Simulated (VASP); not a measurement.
Data:

```
CELL_PARAMETERS angstrom
     -3.76434     3.76434     3.76434
      3.76434    -3.76434     3.76434
      3.76434     3.76434    -3.76434
ATOMIC_POSITIONS crystal
  Al 0.81359 0.30789 0.12148
  Al 0.18641 0.69211 0.87852
  Al 0.81359 0.69211 0.50571
  Al 0.18641 0.30789 0.49429
  Al 0.12148 0.81359 0.30789
  Al 0.50571 0.81359 0.69211
  Al 0.49429 0.18641 0.30789
  Al 0.87852 0.18641 0.69211
  Al 0.30789 0.12148 0.81359
  Al 0.30789 0.49429 0.18641
  Al 0.69211 0.87852 0.18641
  Al 0.69211 0.50571 0.81359
  W  0.00000 0.00000 0.00000
```

Calculation: r2SCAN meta-GGA, VASP's PBE PAW potentials (set 64) (plane waves; VASP). Numerical set-up: LREAL = Auto, 400 eV cut-off, 7×7×7 Γ-centred mesh, tetrahedra with Blöchl corrections, potentials Al W_sv.

The cores are frozen, which limits the accuracy of field gradients.

Task: Give the principal components of the electric field gradient (V/Å²) and the asymmetry η at each nucleus.

Result: 
```tsv
atom	Vxx	Vyy	Vzz	η
Al1	15.4	5.7	-21.1	0.46
Al2	15.4	5.7	-21.1	0.46
Al3	15.4	5.7	-21.1	0.46
Al4	15.4	5.7	-21.1	0.46
Al5	15.4	5.7	-21.1	0.46
Al6	15.4	5.7	-21.1	0.46
Al7	15.4	5.7	-21.1	0.46
Al8	15.4	5.7	-21.1	0.46
Al9	15.4	5.7	-21.1	0.46
Al10	15.4	5.7	-21.1	0.46
Al11	15.4	5.7	-21.1	0.46
Al12	15.4	5.7	-21.1	0.46
W13	0.0	0.0	0.0	-
```

The compound is Al12W in the sg204 structure. It was relaxed first.
